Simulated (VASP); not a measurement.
## Si: single point with PBE

Si:

```
Si
1.0
     0.00000    2.73511    2.73511
     2.73511    0.00000    2.73511
     2.73511    2.73511    0.00000
Si
2
Direct
  0.75000 0.75000 0.75000
  0.50000 0.50000 0.50000
```

```
Program                : VASP 6.6.1
Task                   : single point
Functional             : PBE
Potentials or basis    : VASP PAW PBE potentials, release 64 (Si)
Cutoff                 : 520 eV
k mesh                 : 10 × 10 × 10
Occupations            : gaussian, width 0.02 eV
Spin                   : no spin polarisation
Dipole correction      : no
Further INCAR settings : ALGO = Normal; EDIFF = 1e-06; NBANDS = 11
```

| Property | Result |
| --- | --- |
| Pressure | -0.1 GPa |
| Band gap on the k mesh | 0.62 eV, indirect (least direct gap 2.56 eV) |

Levels at points of the mesh, in eV from the valence-band top:
```
           k point  band 1  band 2  band 3  band 4  band 5  band 6  band 7  band 8  band 9
(0.00, 0.00, 0.00)  -11.81    0.00    0.00    0.00    2.56    2.56    2.56    3.12    7.71
(0.50, 0.00, 0.00)   -9.53   -6.86   -1.18   -1.18    1.46    3.35    3.35    7.70   10.49
(0.50, 0.50, 0.00)   -7.74   -7.74   -2.79   -2.79    0.75    0.75    9.93    9.93   10.90
```

Run time: 13 s on 1 thread of Intel(R) Xeon(R) 6975P-C (Granite Rapids), with other jobs on the host, peak memory 0.16 GiB.

A k mesh can miss the band edges. As with any semilocal functional, this PBE gap is likely too small.
